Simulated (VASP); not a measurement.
Here is the system:

```
RuS2
1.0
    5.64174     0.00000     0.00000
    0.00000     5.64174     0.00000
    0.00000     0.00000     5.64174
Ru S
4 8
Cartesian
  5.64174   2.82087   2.82087
  2.82087   5.64174   2.82087
  5.64174   5.64174   0.00000
  2.82087   2.82087   0.00000
  3.45838   5.00423   0.63751
  0.63751   3.45838   5.00423
  3.45838   3.45838   3.45838
  2.18336   2.18336   2.18336
  5.00423   0.63751   3.45838
  5.00423   2.18336   0.63751
  0.63751   5.00423   2.18336
  2.18336   0.63751   5.00423
```

The numbers are results of PBE GGA, VASP's PBE PAW potentials (set 64) (plane waves; VASP 6.6.1), not measurements. Run with 400 eV cut-off, 9×9×9 Γ-centred mesh, Gaussian smearing of 0.010 eV, potentials Ru_pv S.

Problem. Give the direction-averaged independent-particle dielectric function (no local fields, no excitons; a broadening of 0.1 eV leaves a tail below the gap, and fine structure carries the noise of the k-mesh).

Solution. 
```tsv
ħω (eV)	ε₁	ε₂
0.00	16.98	0.00
0.30	17.11	0.08
0.70	17.70	0.22
1.10	18.98	0.49
1.50	21.28	1.19
1.90	25.58	4.35
2.20	28.49	9.91
2.60	25.73	19.18
3.00	16.67	28.32
3.40	5.54	25.21
3.80	-0.23	21.14
4.20	-1.23	15.91
4.50	-2.29	13.56
4.90	-2.24	10.90
5.30	-1.17	8.71
5.70	-0.40	8.03
6.10	-0.19	7.56
6.50	-0.10	6.43
6.80	1.05	6.34
7.20	1.05	7.56
7.60	0.54	7.49
8.00	-1.06	8.01
8.40	-1.57	6.00
8.80	-0.64	5.21
```
ε₂ peaks at 3.1 eV (height 28.5); ε₁(0) averages 16.98, so the electronic refractive index below the gap tends to √16.98 = 4.12.

The compound is RuS2 in the pyrite structure. It was relaxed first.
